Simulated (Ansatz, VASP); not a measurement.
# Au (Au(110)): VASP beside Ansatz, part 2 of 2

One calculation is typed for both programs; each brings its own data sets and cutoff. How far apart do they land?  Other levels of theory on this material are compared in a session of their own.

VASP 6.6.1 and Ansatz 0.2.0.

So far: The structure; VASP: single point, RPBE.

## Step 3: Ansatz: single point, RPBE

Level of this step: Ansatz beside VASP: Kohn-Sham DFT, plane waves, RPBE (Ansatz).

Ansatz runs on its default PAW (the set named soft_2) files.

The same cell, functional, mesh and smearing now go to Ansatz, which takes its cutoff from its data sets.

The input, input.yaml:

```yaml
crystal:
  lattice:
    - [4.08, 0.0, 0.0]
    - [0.0, 2.8849956672, 0.0]
    - [0.0, 0.0, 26.6549870017]
  atoms:
    - { symbol: Au, position: [0.0, 0.0, 0.3376478855] }
    - { symbol: Au, position: [0.5, 0.5, 0.391765257] }
    - { symbol: Au, position: [0.0, 0.0, 0.4458826285] }
    - { symbol: Au, position: [0.5, 0.5, 0.5] }
    - { symbol: Au, position: [0.0, 0.0, 0.5541173715] }
    - { symbol: Au, position: [0.5, 0.5, 0.608234743] }
    - { symbol: Au, position: [0.0, 0.0, 0.6623521145] }
hamiltonian:
  xc: rpbe
  pseudopotentials: { kind: paw }
kpoints:
  mp_grid: { grid: [6, 9, 1] }
scf:
  occupations: { method: methfessel_paxton, width: 0.1 }
  n_extra_bands: 5
efield:
  axis: 3
  dipole_correction: true
  ramp_width: 0.04
output:
  forces: true
  eigenvalues: true
  write_density: true
  write_potential: true
  elf: true
  volumetric_format: npy
```

Started as:

```console
ansatz run input.yaml --threads 4 --pin off --max-ram 9216MiB --backend cpu --events-out ev --progress --plain --runs-dir out
```

Numbers of over 12 decimals in the logs are rounded to 6 here.

The program printed:

```text
scf.n_extra_bands = 5 over 67 filled bands (N_el = 133.0): the run solves 72 bands
Engine: ansatz 0.2.0, aarch64-unknown-linux-gnu
Pseudopotentials: kind: paw
Pseudopotential: Au, paw, valence charge 19, recommended cutoff 420 eV (normal), Au.paw.azcp
Functional definition: RPBE
  parameter kappa = 0.804
  parameter beta = 0.066725
  exchange = rpbe_x(kappa = kappa, mu = beta*pi^2/3)
  correlation = pbe_c(beta = beta)
Crystal: 7 atoms, lattice volume = 313.750 Å³
Basis set: ecut = 420 eV, 6129 PW (Γ), exchange–correlation on 60×40×360 points (8 copies of the dense FFT grid, shifted against one another)
Bands: 72, of which v1, the nominal top of the filled ones, is band 67 counted from 1 (66 counted from 0)
Symmetry: 4 space group operations
k-points: 20 of 54
Non-local potential: Au, projectors of the file, l = 0: 3, l = 1: 2, l = 2: 2, l = 3: 1
PAW form: soft (Blöchl's): semilocal exchange-correlation on the pseudo side does not see the compensation charge
PAW frozen core: Au, regenerated for the run's functional, and the local potential with it (the file was generated under x = pbe(κ = 0.804, μ = 0.219515), c = pbe(β = 0.066725))
PAW one-centre angular grid: Au, 590 points (default); XC on 64 Gauss nodes
Initial density: superposition of atomic densities (neutral atoms: chi_scale 0, normalization atom), corrected by the library's trained network
Initial wavefunctions: pseudopotential atomic-orbital guess
Functional: x = rpbe, c = pbe(β = 0.066725)
SCF iter   1: F=—  HF=-92143.110050 eV  |F-HF|=—  |Δ(HF+E_count)|=         —  Δρ=3.45e-3  dr2=4.04e-1  ethr=1.77e-3  p=-0.000 e·Å  D=-1.83e-14 V/Å  ΔV_dip=0.00 eV  dr2_dipole=9.57e-10  V_vac-E_F(+/−)=4.46/4.46 eV  ⟨swp⟩=6.3  Hψ=5804  notcnv=0
efield: sawtooth ramp at fractional position 0.9800 (placed from the atoms, in the widest stretch of the axis that holds none; the zero of the levels goes with the place), width 0.0400; the density the first Hamiltonian is built on has a dipole p = -0.000 e·Å; the dipole correction subtracts the counter field D = -1.83e-14 V/Å, which shifts the + side's vacuum level by +0.00 eV against the − side's; the planar-averaged density in the ramp window peaks in size at 8.0e-6 e/Å³
preconditioner: auto → LDOS  [metal: Δε(μ)=0.046 eV  Ē_g=6.374 eV  σ=0.100 eV  W_gap=0.37  n_scr=64 (ndim 8)  ℏωp=18.4 eV  f_vac=0.570  D(μ)=3.25/eV (n_scr^D=10)  β→1.0]
SCF iter   2: F=—  HF=-92143.101335 eV  |F-HF|=—  |Δ(HF+E_count)|=   8.71e-3  S|Δr|=    0.00e0  Δρ=2.85e-3  dr2=3.16e-2  ethr=3.03e-4  p=0.000 e·Å  D=5.68e-6 V/Å  ΔV_dip=-0.00 eV  dr2_dipole=1.29e-8  V_vac-E_F(+/−)=4.81/4.81 eV  ⟨swp⟩=2.2  Hψ=2482  notcnv=0  defer=17
SCF iter   3: F=—  HF=-92143.095240 eV  |F-HF|=—  |Δ(HF+E_count)|=   6.10e-3  S|Δr|=    0.00e0  Δρ=1.15e-3  dr2=1.57e-2  ethr=2.37e-5  p=-0.000 e·Å  D=-1.47e-6 V/Å  ΔV_dip=0.00 eV  dr2_dipole=2.77e-9  V_vac-E_F(+/−)=4.77/4.77 eV  ⟨swp⟩=2.5  Hψ=2800  notcnv=0  defer=17
SCF iter   4: F=—  HF=-92143.093607 eV  |F-HF|=—  |Δ(HF+E_count)|=   1.63e-3  S|Δr|=    0.00e0  Δρ=4.24e-4  dr2=3.97e-3  ethr=1.18e-5  p=-0.000 e·Å  D=-2.48e-7 V/Å  ΔV_dip=0.00 eV  dr2_dipole=1.70e-10  V_vac-E_F(+/−)=4.79/4.79 eV  ⟨swp⟩=2.1  Hψ=2142  notcnv=0  defer=17
SCF iter   5: F=—  HF=-92143.093261 eV  |F-HF|=—  |Δ(HF+E_count)|=   3.47e-4  S|Δr|=    0.00e0  Δρ=1.13e-4  dr2=2.23e-4  ethr=2.98e-6  p=-0.000 e·Å  D=-4.91e-7 V/Å  ΔV_dip=0.00 eV  dr2_dipole=1.19e-10  V_vac-E_F(+/−)=4.80/4.80 eV  ⟨swp⟩=2.1  Hψ=2024  notcnv=0  defer=17
SCF iter   6: F=—  HF=-92143.093261 eV  |F-HF|=—  |Δ(HF+E_count)|=   3.86e-7  S|Δr|=    0.00e0  Δρ=3.89e-5  dr2=9.00e-6  ethr=1.68e-7  p=-0.000 e·Å  D=-2.69e-7 V/Å  ΔV_dip=0.00 eV  dr2_dipole=1.78e-11  V_vac-E_F(+/−)=4.80/4.80 eV  ⟨swp⟩=2.0  Hψ=2073  notcnv=0  defer=17
SCF iter   7: F=—  HF=-92143.093271 eV  |F-HF|=—  |Δ(HF+E_count)|=   9.60e-6  S|Δr|=    0.00e0  Δρ=1.14e-5  dr2=5.11e-7  ethr=6.77e-9  p=-0.000 e·Å  D=-5.37e-8 V/Å  ΔV_dip=0.00 eV  dr2_dipole=1.36e-12  V_vac-E_F(+/−)=4.80/4.80 eV  ⟨swp⟩=2.5  Hψ=2342  notcnv=0  defer=13
SCF iter   8: F=-92143.093271 eV  HF=-92143.093271 eV  |F-HF|=1.21e-7  |Δ(HF+E_count)|=   5.05e-7  S|Δr|=    0.00e0  Δρ=3.34e-6  dr2=3.74e-8  ethr=7.52e-11  p=-0.000 e·Å  D=-1.55e-8 V/Å  ΔV_dip=0.00 eV  dr2_dipole=3.62e-13  V_vac-E_F(+/−)=4.80/4.80 eV  ⟨swp⟩=17.1  Hψ=13511  notcnv=0
SCF 1 converged in 8 iterations: F = -92143.093271 eV  dr2 = 3.74e-8
  greatest PAW one-centre occupation: 1.000 electrons in one spin orbital (limit 2), on the Au atom at site 5 (counted from 0), in its partial waves of l = 0
WARN: The input density's exchange-correlation potential varies sharply where the density is thin. Do not read a vacuum level from v_tot or v_xc, or from such a field of the output density. On a cell that repeats whose density bears no net charge and no dipole along the vacuum's axis use v_es (v_loc + v_h of the components); under efield.dipole_correction with no amplitude use v_es + v_field, which holds any external [...]
SCF converged after 8 iterations
Stability not checked: this state was not tested for a lower state beside it, because cold or Methfessel-Paxton smearing, or corrected tetrahedra, fill the levels in a way that the test cannot read (fill_not_monotonic; see scf.lower_state_search)
Free energy (F): -92143.093271 eV
Harris-Foulkes:  -92143.093271 eV  (|F-HF|=1.21e-7)
Internal energy: -92143.089333 eV  (E = F + TS)
E sigma→0 (E₀):  -92143.092287 eV
Entropy (-TS):   -0.003938 eV (-0.563 meV/atom)
Fermi energy:    4.861126 eV
Step filling:    the computed levels leave a gap of 0.0059 eV = 0.1 smearing widths at the electron count; against every level under it full and every level over it empty, smearing changes F+E_penalty+E_count by -2.841 meV and its σ→0 estimate by -1.856 meV
Dipole field:    D = 0.000001 V/Å  (p = 0.000001 e·Å, saw-weighted, corrected)
Work function:   Φ+ = 4.8011 eV   Φ− = 4.8011 eV
Levels:          The Fermi level and band energies are counted from a zero that moves with the ramp; work functions are not
--- Per-component energies (eV) ---
  E_band       = -3506.275123
  E_kinetic    = 4235.096403
  E_local      = -246413.854925  (includes V_loc(G=0)·N_el)
  E_nonlocal   = 516.587308
  E_hartree    = 121303.994736
  E_xc         = -1596.037846
  E_vxc        = -1923.099729  (∫ρ·V_xc dr)
  E_paw        = -68047.089978  (= ΣΔE_a)
  E_vpaw       = -2528.956293  (= ΣTr[D̂ρ^β])
  E_aug_tail   = 0.010602  (compensation charges beyond the density's cutoff)
  E_efield     = 0.000000  (sawtooth field / dipole correction)
  E_vefield    = 0.000000  (∫n·V_field dr)
  E_ewald      = 97858.534798
  E_core_change = -0.330431  (= ΣΔE_core)
  E_smearing   = -0.003938  (= −TS)
  E_closure    = 0.000000  (closes the sum)
  Σ components = -92143.093271   (vs F -92143.093271, Δ=0.00e0)
--- Forces (eV/Å), atoms counted from 1 ---
  atom   1  Au     0.00000000     0.00000000    -0.26186027
  atom   2  Au     0.00000000     0.00000000    -0.70124304
  atom   3  Au     0.00000000    -0.00000000    -0.01347869
  atom   4  Au    -0.00000000    -0.00000000    -0.00000003
  atom   5  Au    -0.00000000     0.00000000     0.01347874
  atom   6  Au     0.00000000     0.00000000     0.70124300
  atom   7  Au     0.00000000     0.00000000     0.26186005
  max |Σ_I F_I| component: 2.41e-7 eV/Å
--- Band table (eV; the first three rows and the last of 20) ---
  k-point 0: bands = [... 63 lower, 2.9227, 3.1341, 3.2688, 3.7202, 5.2816, 6.9268, 7.2964, 8.9237, ... 1 higher]
  k-point 1: bands = [... 63 lower, 2.8144, 3.0121, 3.2569, 3.8396, 5.5228, 7.5855, 7.7345, 9.1757, ... 1 higher]
  k-point 2: bands = [... 63 lower, 2.9002, 3.1928, 3.2016, 4.1883, 6.1778, 8.3285, 9.4926, 9.5079, ... 1 higher]
  k-point 19: bands = [... 63 lower, 4.6541, 4.8038, 6.2048, 6.5209, 7.4252, 8.0406, 8.4541, 8.5844, ... 1 higher]
```

It took 12 s on 4 threads of Arm Neoverse V2, shared host; peak memory 0.93 GiB; 47 s of CPU time.

## Step 4: Comparison

Known differences besides the potentials themselves: the data sets hold 133 valence electrons in Ansatz (default PAW (the set named soft_2) files) and 77 in VASP; the cutoff is 420 eV in Ansatz and 350 eV in VASP (PREC = Normal); Ansatz makes its cores anew for this functional, VASP keeps those of its PBE data sets; VASP leaves aspherical gradient terms in its spheres out (LASPH is not set), Ansatz keeps them. Total energies have different zeros and are not compared.

Compared:

```
                                   quantity  Ansatz  VASP  difference
 work function, lower of the two faces (eV)    4.80  4.80        0.00
work function, higher of the two faces (eV)    4.80  4.80        0.00
```

Forces (eV/Å; atoms numbered as in POSCAR):

```
atom        Ansatz x, y, z          VASP x, y, z
 Au1  0.000, 0.000, -0.262  0.000, 0.000, -0.260
 Au2  0.000, 0.000, -0.701  0.000, 0.000, -0.697
 Au3  0.000, 0.000, -0.013  0.000, 0.000, -0.012
 Au4   0.000, 0.000, 0.000   0.000, 0.000, 0.000
 Au5   0.000, 0.000, 0.013   0.000, 0.000, 0.012
 Au6   0.000, 0.000, 0.701   0.000, 0.000, 0.697
 Au7   0.000, 0.000, 0.262   0.000, 0.000, 0.260
```

The forces differ by 1.7 meV/Å r.m.s., which is 0.7 % of the r.m.s. force of 0.23 eV/Å (both taken over all components). VASP's log warns that it found no field-free region in the vacuum, so its work functions are uncertain.

## Step 5: Results

```
r.m.s. force difference (single point, RPBE) : 0.74 % of the r.m.s. force
```

The r.m.s. force difference is 0.74 % of the r.m.s. force (single point, RPBE), within the 3 % picked in this series as the mark of a large difference. 3 further runs of this series are not shown here. How closely two codes agree says nothing of how well the functional describes the real material.

[Lines on the potential files, build, host, timing and source positions are cut from VASP's logs without a mark.]

[Logs are printed without paths, hosts, clocks, repeated set-up lines and the standing remarks that a program may print on its own settings, such as how far it seeks lower states.]

[Hosts, paths, dates, database ids (printed as entryN), source tags and the programs' standing remarks are cut or masked in the printed files.]
